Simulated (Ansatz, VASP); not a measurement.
# Cross-check of Te (Tellurium) between VASP and Ansatz

One calculation is typed for both programs; each brings its own data sets. How far apart do they land? The cell is taken from a series of runs on this material, whose earlier steps may have relaxed, scaled, displaced or heated it; both programs get it as it stands.

Method: plane waves, with VASP 6.6.1 beside it; relaxation of cell and atoms at PBE and zone-centre phonons at PBE, in Ansatz 0.2.0.

**1. The starting structure**

Symmetry: P3_121, No. 152, trigonal system. Conventional cell: a = 4.520 Å, b = 4.520 Å, c = 5.955 Å, α = 90.00°, β = 90.00°, γ = 120.00°. Nearest to Te lie 2 Te at 2.89 Å.

**2. VASP: relaxation of cell and atoms, PBE**

The relaxed volume is the usual yardstick between codes: in a stiff, nearly cubic crystal its relative difference is about their pressure difference at one cell divided by the bulk modulus.

Lines of VASP's logs that name or quote its potential files are left out, and so is its time.

INCAR

```
SYSTEM = Te
PREC = Accurate
ENCUT = 500
EDIFF = 1E-07
NELM = 120
ISMEAR = 0
SIGMA = 0.01
LREAL = .FALSE.
ALGO = Normal
GGA = PE
NBANDS = 15
LORBIT = 11
LWAVE = .FALSE.
LCHARG = .FALSE.
ISIF = 3
IBRION = 2
NSW = 80
EDIFFG = -0.005
LASPH = .TRUE.
GGA_COMPAT = .FALSE.
NELMIN = 4
EFERMI = MIDGAP
KPAR = 2
```

POSCAR

```
Te
1.0
    4.5200170000      0.0000000000      0.0000000000
   -2.2600090000      3.9144500000      0.0000000000
    0.0000000000      0.0000000000      5.9550890000
Te
3
Direct
    0.2681865962      0.0000000127      0.3333333333
    0.0000000367      0.2681865722      0.6666666667
    0.7318134772      0.7318134532      1.0000000000
```

KPOINTS

```
Automatic mesh
0
Gamma
9 9 6
0 0 0
```

Potentials, in the order of the species: Te (PBE family, release 64).

On the command line:

```sh
$ mpirun -np 2 vasp_std
```

Numbers of over 12 decimals in the logs are rounded to 6 here.

The log of the run:

```text
[banner, memory and clock lines left out]
running    2 mpi-ranks, on    1 nodes
 distrk:  each k-point on    1 cores,    2 groups
 distr:  one band on    1 cores,    1 groups

 POSCAR found type information on POSCAR Te
 POSCAR found :  1 types and       3 ions
 LDA part: xc-table for (Slater+PW92), standard interpolation
 POSCAR, INCAR and KPOINTS ok, starting setup
 FFT: planning ... GRIDC
 FFT: planning ... GRID_SOFT
 FFT: planning ... GRID
 WAVECAR not read
 entering main loop
       N       E                     dE             d eps       ncg     rms          rms(c)
DAV:   1     0.718830971931E+02    0.71883E+02   -0.62858E+03  1860   0.924E+02
DAV:   2    -0.469797061490E+01   -0.76581E+02   -0.72941E+02  2463   0.137E+02
DAV:   3    -0.936170801944E+01   -0.46637E+01   -0.46379E+01  2154   0.386E+01
DAV:   4    -0.944907639287E+01   -0.87368E-01   -0.87356E-01  2869   0.615E+00
DAV:   5    -0.945016737910E+01   -0.10910E-02   -0.10910E-02  2358   0.594E-01    0.115E+01
DAV:   6    -0.943418228778E+01    0.15985E-01   -0.18352E-02  2399   0.834E-01    0.731E+00
DAV:   7    -0.943205361878E+01    0.21287E-02   -0.40496E-02  2203   0.126E+00    0.299E-01
DAV:   8    -0.943137191704E+01    0.68170E-03   -0.73542E-03  2112   0.486E-01    0.150E-01
DAV:   9    -0.943140608687E+01   -0.34170E-04   -0.20532E-04  2628   0.970E-02    0.104E-01
DAV:  10    -0.943144404276E+01   -0.37956E-04   -0.52803E-05  2282   0.471E-02    0.204E-02
DAV:  11    -0.943144024503E+01    0.37977E-05   -0.13659E-05  2392   0.228E-02    0.766E-03
DAV:  12    -0.943144059916E+01   -0.35413E-06   -0.13579E-06  2497   0.691E-03    0.230E-03
DAV:  13    -0.943144076544E+01   -0.16628E-06   -0.45729E-07  2203   0.408E-03    0.285E-03
DAV:  14    -0.943144081507E+01   -0.49632E-07   -0.33848E-08  1700   0.111E-03
   1 F= -.94314408E+01 E0= -.94314408E+01  d E =-.943144E+01
[...]
2 F= -.94314477E+01 E0= -.94314477E+01  d E =-.686555E-05
[...]
3 F= -.94314524E+01 E0= -.94314524E+01  d E =-.116017E-04
[...]
4 F= -.94314560E+01 E0= -.94314560E+01  d E =-.356202E-05
 ZBRENT: can't locate minimum, use default step
 trial-energy change:   -0.000004  1 .order   -0.000003   -0.000004   -0.000003
 step:   0.6817(harm=  1.9518)  dis= 0.00065  next Energy=    -9.431473 (dE=-0.209E-04)
 bond charge predicted
       N       E                     dE             d eps       ncg     rms          rms(c)
DAV:   1    -0.943147156526E+01   -0.15600E-04   -0.51144E-04  1888   0.113E-01    0.138E-02
DAV:   2    -0.943146710594E+01    0.44593E-05   -0.21866E-05  2343   0.262E-02    0.903E-03
DAV:   3    -0.943146470127E+01    0.24047E-05   -0.30522E-06  2196   0.834E-03    0.431E-03
DAV:   4    -0.943146435297E+01    0.34829E-06   -0.13627E-06  2238   0.509E-03    0.821E-03
DAV:   5    -0.943146427960E+01    0.73370E-07   -0.37097E-08  1196   0.133E-03
   5 F= -.94314643E+01 E0= -.94314643E+01  d E =-.118628E-04
 curvature:  -1.64 expect dE=-0.126E-04 dE for cont linesearch -0.353E-05
 trial: gam=-0.23166 g(F)=  0.275E-07 g(S)=  0.766E-05 ort = 0.126E-04 (trialstep = 0.273E+00)
 search vector abs. value=  0.580E-05
 reached required accuracy - stopping structural energy minimisation
```

From OUTCAR (step 2):

```text
ion  position               nearest neighbor table
   1  0.268  0.000  0.333-   3 2.89   2 2.89   2 3.51   3 3.51   3 3.51   2 3.51
   2  0.000  0.268  0.667-   1 2.89   3 2.89   1 3.51   3 3.51   3 3.51   1 3.51
   3  0.732  0.732  0.000-   1 2.89   2 2.89   2 3.51   1 3.51   1 3.51   2 3.51

  LATTYP: Found a hexagonal cell.
 ALAT       =     4.5200170000
 C/A-ratio  =     1.3174926112

 Subroutine GETGRP returns: Found  6 space group operations
 (whereof  2 operations were pure point group operations)

The static configuration has the point symmetry C_2 .
 The point group associated with its full space group is D_3 .

 Found     62 irreducible k-points:

   k-points           NKPTS =     62   k-points in BZ     NKDIM =     62   number of bands    NBANDS=     15

   dimension x,y,z NGX =    36 NGY =   36 NGZ =   48
   dimension x,y,z NGXF=    72 NGYF=   72 NGZF=   96

   ENCUT  =  500.0 eV  36.75 Ry    6.06 a.u.   8.24  8.24 10.86*2*pi/ulx,y,z

   NELECT =      18.0000    total number of electrons

 k-points in reciprocal lattice and weights: Automatic mesh
   0.00000000  0.00000000  0.00000000       0.002
   0.11111111 -0.00000000  0.00000000       0.012
   0.22222222 -0.00000000  0.00000000       0.012
   0.33333333  0.00000000  0.00000000       0.012
   0.44444444 -0.00000000  0.00000000       0.012
   0.11111111  0.11111111  0.00000000       0.012
   0.22222222  0.11111111  0.00000000       0.025
   0.33333333  0.11111111  0.00000000       0.025
   0.44444444  0.11111111  0.00000000       0.012
[...]
0.33333333  0.22222222  0.50000000       0.025
   0.33333333  0.33333333  0.50000000       0.004

 average (electrostatic) potential at core
       1 -89.3893       2 -89.3893       3 -89.3893

 E-fermi :   5.6271

 k-point     1 :       0.0000    0.0000    0.0000
  band No.  band energies     occupation
    ...
      5       2.8128      2.00000
      6       2.8128      2.00000
      7       3.9110      2.00000
      8       3.9110      2.00000
      9       4.7222      2.00000
     10       6.5188      0.00000
     11       6.5188      0.00000
     12       7.0733      0.00000
     13      10.5721      0.00000
     14      10.5721      0.00000
    ...

 k-point     2 :       0.1111   -0.0000    0.0000
  band No.  band energies     occupation
    ...
      5       2.4258      2.00000
      6       2.6658      2.00000
      7       4.1492      2.00000
      8       4.4355      2.00000
      9       4.8869      2.00000
     10       6.2617      0.00000
     11       6.4628      0.00000
     12       6.9697      0.00000
     13      10.3295      0.00000
     14      10.5259      0.00000
    ...

 k-point     3 :       0.2222   -0.0000    0.0000
  band No.  band energies     occupation
    ...
      5       1.9001      2.00000
      6       2.3327      2.00000
      7       4.2730      2.00000
      8       4.5595      2.00000
      9       4.7243      2.00000
     10       6.3783      0.00000
     11       6.5413      0.00000
     12       7.1241      0.00000
     13       9.6075      0.00000
     14      10.7279      0.00000
    ...

  Total       -0.0132016     -0.0132016     -0.0113040      0.0000000      0.0000000      0.0000000
  in kB       -0.2008386     -0.2008386     -0.1719699      0.0000000      0.0000000      0.0000000
  external PRESSURE =      -0.1912157 kB  Pullay stress =       0.0000000 kB

  energy-cutoff  :      500.00
  volume of cell :      105.31
      direct lattice vectors                 reciprocal lattice vectors
     4.519220388  0.000000000  0.000000000     0.221277104  0.127754409 -0.000000000
    -2.259610694  3.913760113  0.000000000    -0.000000000  0.255508762 -0.000000000
     0.000000000  0.000000000  5.954324477    -0.000000000 -0.000000000  0.167945164

 POSITION                                       TOTAL-FORCE (eV/Angst)
 -----------------------------------------------------------------------------------
      1.21377      0.00000      1.98477         0.000436      0.000000      0.000000
     -0.60688      1.05116      3.96955        -0.000218      0.000378      0.000000
      1.65273      2.86260      0.00000        -0.000218     -0.000378     -0.000000
 -----------------------------------------------------------------------------------
    total drift:                               -0.000008      0.000003     -0.000005

  FREE ENERGIE OF THE ION-ELECTRON SYSTEM (eV)
  ---------------------------------------------------
  free  energy   TOTEN  =        -9.4314642796 eV

  energy  without entropy=       -9.4314642796  energy(sigma->0) =       -9.43146428

 reached required accuracy - stopping structural energy minimisation

 total charge
# of ion       s       p       d       tot
------------------------------------------
    1        1.433   1.805   0.039   3.278
    2        1.433   1.805   0.039   3.278
    3        1.433   1.805   0.039   3.278
--------------------------------------------------
tot          4.299   5.416   0.118   9.833

[... 3 further parts left out ...]
```

The run keeps the 6 symmetry operations of its start, so it cannot find a distortion of lower symmetry.

**3. Ansatz: relaxation of cell and atoms, PBE**

Ansatz runs on its default PAW (the set named soft_2) files.

The same cell, functional, mesh and smearing now go to Ansatz, which takes its cutoff from its data sets.

input.yaml

```yaml
crystal:
  lattice:
    - [4.520017305, 0.0, 0.0]
    - [-2.2600086525, 3.9144498117, 0.0]
    - [0.0, 0.0, 5.9550888224]
  atoms:
    - { symbol: Te, position: [0.2681865587, 0.0, 0.3333333333] }
    - { symbol: Te, position: [0.0, 0.2681865587, 0.6666666667] }
    - { symbol: Te, position: [0.7318134413, 0.7318134413, 0.0] }
kpoints:
  mp_grid: { grid: [9, 9, 6] }
hamiltonian:
  xc: pbe
scf:
  occupations: { method: gaussian, width: 0.01 }
output:
  forces: true
  stress: true
  eigenvalues: true
  write_density: true
  write_potential: true
  elf: true
  volumetric_format: npy
relax:
  adjacent_minimum: "off"
  f_tol: 0.001
  max_steps: 60
  cell: { stress_tol: 0.01 }
```

On the command line:

```sh
$ ansatz run input.yaml --threads 4 --pin off --max-ram 8192MiB --backend cpu --events-out ev --progress --plain --runs-dir out
```

The log of the run:

```text
Engine: ansatz 0.2.0, x86_64-unknown-linux-gnu
Pseudopotentials: kind: paw
Pseudopotential: Te, paw, valence charge 16, recommended cutoff 420 eV (normal), Te.paw.azcp
Functional definition: PBE
  parameter kappa = 0.804
  parameter beta = 0.066725
  exchange = pbe_x(kappa = kappa, mu = beta*pi^2/3)
  correlation = pbe_c(beta = beta)
Crystal: 3 atoms, lattice volume = 105.366 Å³
Basis set: ecut = 420 eV, 2053 PW (Γ), exchange–correlation on 64×64×80 points (8 copies of the dense FFT grid, shifted against one another)
Bands: 29, of which v1, the nominal top of the filled ones, is band 24 counted from 1 (23 counted from 0)
Symmetry: 6 space group operations
Space group: P3121 (ITA 152), of the structure as read, at distance tolerance 4.7e-5 Å
k-points: 62 of 486 (time reversal used)
Non-local potential: Te, projectors of the file, l = 0: 2, l = 1: 2, l = 2: 2, l = 3: 2
PAW form: soft (Blöchl's): semilocal exchange-correlation on the pseudo side does not see the compensation charge
PAW one-centre angular grid: Te, 590 points (default); XC on 64 Gauss nodes
Initial density: superposition of atomic densities (neutral atoms: chi_scale 0, normalization atom), corrected by the library's trained network
Initial wavefunctions: pseudopotential atomic-orbital guess
Functional: x = pbe(κ = 0.804, μ = 0.219515), c = pbe(β = 0.066725)
SCF iter   1: F=—  HF=-20939.875430 eV  |F-HF|=—  |Δ(HF+E_count)|=         —  Δρ=1.20e-3  dr2=9.89e-4  ethr=1.77e-3  ⟨swp⟩=8.2  Hψ=8462  notcnv=0
preconditioner: auto → Resta (q_TF=auto, 2.393 Å⁻¹)  ε∞=4.2  [insulator: Δε(μ)=0.238 eV  Ē_g=8.534 eV  σ=0.010 eV  W_gap=1.00  n_scr=22 (ndim 8)  ℏωp=15.3 eV  f_vac=0.032  D(μ)=0.00/eV (n_scr^D=0)  ε∞_Penn≈4.2]
SCF iter   2: F=—  HF=-20939.873816 eV  |F-HF|=—  |Δ(HF+E_count)|=   1.61e-3  Δρ=6.91e-4  dr2=3.26e-4  ethr=2.06e-6  ⟨swp⟩=3.0  Hψ=4294  notcnv=0  defer=62
SCF iter   3: F=—  HF=-20939.874135 eV  |F-HF|=—  |Δ(HF+E_count)|=   3.18e-4  Δρ=3.64e-4  dr2=9.65e-5  ethr=6.80e-7  ⟨swp⟩=3.0  Hψ=3470  notcnv=0  defer=62
SCF iter   4: F=—  HF=-20939.874314 eV  |F-HF|=—  |Δ(HF+E_count)|=   1.79e-4  Δρ=6.42e-5  dr2=3.83e-6  ethr=2.01e-7  ⟨swp⟩=2.0  Hψ=2540  notcnv=0  defer=62
SCF iter   5: F=—  HF=-20939.874317 eV  |F-HF|=—  |Δ(HF+E_count)|=   3.15e-6  Δρ=2.68e-5  dr2=7.02e-7  ethr=7.98e-9  ⟨swp⟩=3.0  Hψ=3224  notcnv=0  defer=62
SCF iter   6: F=-20939.874317 eV  HF=-20939.874317 eV  |F-HF|=1.94e-9  |Δ(HF+E_count)|=   1.97e-8  Δρ=6.33e-6  dr2=5.63e-8  ethr=2.08e-10  ⟨swp⟩=12.0  Hψ=13455  notcnv=0
SCF 1 converged in 6 iterations: F = -20939.874317 eV  dr2 = 5.63e-8
  greatest PAW one-centre occupation: 0.998 electrons in one spin orbital (limit 2), on the Te atom at site 0 (counted from 0), in its partial waves of l = 2
relax step   1: F+E_penalty+E_count = -20939.87431721 eV  Δ(F+E_penalty+E_count) = +0.000e0 eV  max|allowed force component| = 9.002e-4 eV/Å  Δτ_max = 0.0000 Å  P = -0.000 GPa  Ω = 105.366 Å³  (6 SCF iters, dr2 threshold 1.00e-7 eV, accepted)
Initial density: handed on by an earlier stage of this run
Initial wavefunctions: pseudopotential atomic-orbital guess (no wavefunctions were taken with the density)
iter 1 solved again at ethr=3.73e-7 eV; its pass at ethr=3.10e-3 eV (dr2=1.79e-4 eV) is discarded
SCF iter   1: F=—  HF=-20939.874315 eV  |F-HF|=—  |Δ(HF+E_count)|=         —  Δρ=6.48e-6  dr2=6.25e-8  ethr=3.73e-7  ⟨swp⟩=3.0  Hψ=13050  notcnv=0
eigensolver tolerance schedule: the retry pair's looser diagonalisation over-reported the residual by 2865.63 of it (diagonalisation noise at 0.53 of the residual, at the tolerance the schedule requests for it); recorded, not acted on — ethr = c·dr2/N_el stays at c = 1.0e-1
preconditioner: auto → Resta (q_TF=auto, 2.393 Å⁻¹)  ε∞=4.2  [insulator: Δε(μ)=0.236 eV  Ē_g=8.532 eV  σ=0.010 eV  W_gap=1.00  n_scr=22 (ndim 8)  ℏωp=15.3 eV  f_vac=0.030  D(μ)=0.00/eV (n_scr^D=0)  ε∞_Penn≈4.2]
SCF iter   2: F=—  HF=-20939.874317 eV  |F-HF|=—  |Δ(HF+E_count)|=   2.58e-6  Δρ=3.08e-6  dr2=1.52e-8  ethr=1.30e-10  ⟨swp⟩=3.0  Hψ=3595  notcnv=0
SCF iter   3: F=—  HF=-20939.874317 eV  |F-HF|=—  |Δ(HF+E_count)|=   1.39e-8  Δρ=1.34e-6  dr2=3.43e-9  ethr=3.16e-11  ⟨swp⟩=2.8  Hψ=3090  notcnv=0
SCF iter   4: F=—  HF=-20939.874317 eV  |F-HF|=—  |Δ(HF+E_count)|=   5.37e-9  Δρ=3.51e-7  dr2=1.98e-10  ethr=7.16e-12  ⟨swp⟩=2.0  Hψ=2356  notcnv=0
SCF iter   5: F=—  HF=-20939.874317 eV  |F-HF|=—  |Δ(HF+E_count)|=  4.11e-10  Δρ=1.02e-7  dr2=1.30e-11  ethr=1.00e-12  ⟨swp⟩=2.1  Hψ=2386  notcnv=0
SCF iter   6: F=-20939.874317 eV  HF=-20939.874317 eV  |F-HF|=1.09e-11  |Δ(HF+E_count)|=  1.82e-11  Δρ=1.19e-8  dr2=1.65e-13  ethr=1.00e-12  ⟨swp⟩=5.7  Hψ=7920  notcnv=0
SCF 2 converged in 6 iterations: F = -20939.874317 eV  dr2 = 1.65e-13
relax step   2: F+E_penalty+E_count = -20939.87431723 eV  Δ(F+E_penalty+E_count) = -2.440e-8 eV  max|allowed force component| = 8.886e-4 eV/Å  Δτ_max = 0.0000 Å  P = -0.000 GPa  Ω = 105.366 Å³  stress off target by 9.36e-3 GPa  SCF on the basis re-selected at this cell (its energy is not comparable with the rows above)  (6 SCF iters)
basis re-selected at this cell: Δ(F+E_penalty+E_count) = -2.440e-8 eV, ΔP = +0.000 GPa vs the last step (what re-selecting the basis moved, of the pressure what is left beyond the Pulay correction that the steps carried, after the strain that the cell walked since its last selection, with what the two solves' SCF thresholds leave and, on support functions, any second-order correction that the steps lacked; it is no m [...]
SCF converged after 6 iterations
Free energy (F): -20939.874317 eV
Harris-Foulkes:  -20939.874317 eV  (|F-HF|=1.09e-11)
Internal energy: -20939.874317 eV  (E = F + TS)
E sigma→0 (E₀):  -20939.874317 eV
Fermi energy:    8.349157 eV
--- Per-component energies (eV) ---
  E_band       = -819.126756
  E_kinetic    = 539.004172
  E_local      = -3917.749780  (includes V_loc(G=0)·N_el)
  E_nonlocal   = -931.376011
  E_hartree    = 2469.870953
  E_xc         = -371.625737
  E_vxc        = -310.568147  (∫ρ·V_xc dr)
  E_paw        = -13985.903997  (= ΣΔE_a)
  E_vpaw       = -1138.178345  (= ΣTr[D̂ρ^β])
  E_aug_tail   = -0.000562  (compensation charges beyond the density's cutoff)
  E_ewald      = -4742.093356
  E_smearing   = -0.000000  (= −TS)
  E_closure    = 0.000000  (closes the sum)
  Σ components = -20939.874317   (vs F -20939.874317, Δ=0.00e0)
--- Forces (eV/Å), atoms counted from 1 ---
  atom   1  Te    -0.00088863     0.00000000    -0.00000000
  atom   2  Te     0.00044432    -0.00076958     0.00000000
  atom   3  Te     0.00044432     0.00076958     0.00000000
  max |Σ_I F_I| component: 5.80e-18 eV/Å
--- Stress (GPa, compression-positive) ---
        0.004650       0.000000       0.000000
        0.000000       0.004650       0.000000
        0.000000       0.000000      -0.009358
  P = ⅓ Tr σ = -0.0000 GPa (-0.000 kbar)
--- Band table (eV; the first three rows and the last of 62) ---
  k-point 0: bands = [... 20 lower, 5.5212, 6.6334, 6.6334, 7.4444, 9.2436, 9.2436, 9.7912, 13.3255, ... 1 higher]
  k-point 1: bands = [... 20 lower, 5.7505, 6.7030, 6.7387, 7.4332, 9.0646, 9.1069, 9.5319, 12.9931, ... 1 higher]
  k-point 2: bands = [... 20 lower, 5.7674, 6.9015, 6.9579, 7.3833, 8.7755, 8.8584, 9.0375, 12.5948, ... 1 higher]
  k-point 61: bands = [... 20 lower, 3.4467, 7.3575, 8.2311, 8.2311, 8.4669, 9.5864, 9.5864, 14.1843, ... 1 higher]
--- Relaxed structure (1 steps of the walk, 1 accepted, 1 SCFs on fresh bases) ---
  F+E_penalty+E_count = -20939.87431723 eV   max|allowed force component| = 8.886e-4 eV/Å   (the final SCF, on the basis selected at the relaxed cell)
  cell:  # Å, volume = 105.3657 Å³
    - [4.520017, 0.0, 0.0]
    - [-2.260009, 3.914450, 0.0]
    - [0.0, 0.0, 5.9550888224]
  atoms:
    - { symbol: Te, position: [0.2681865587, 0.0, 0.333333] }
    - { symbol: Te, position: [2.7755575615628914e-17, 0.268187, 0.666667] }
    - { symbol: Te, position: [0.731813, 0.731813, 0.0] }
```

**4. Side by side**

Known differences besides the potentials themselves: the data sets hold 48 valence electrons in Ansatz (on its default PAW (the set named soft_2) files) and 18 in VASP; the cutoff is 420 eV in Ansatz and 500 eV in VASP; Ansatz adds a Pulay correction to the stress that steers its cell, VASP none. Total energies have different zeros and are not compared.

Both answers:

```csv
quantity,Ansatz,VASP,difference
volume (Å³),105.37,105.31,+0.05 %
"edge a after relaxation, in the typed setting (Å)",4.520,4.519,+0.02 %
"edge c after relaxation, in the typed setting (Å)",5.955,5.954,+0.01 %
```

[end of part 1 of 2]

[Lines on the potential files, build, host, timing and source positions are cut from VASP's logs without a mark.]

[Logs are printed without paths, hosts, clocks, repeated set-up lines and the standing remarks that a program may print on its own settings, such as how far it seeks lower states.]

[Hosts, paths, dates, database ids (printed as entryN), source tags and the programs' standing remarks are cut or masked in the printed files.]
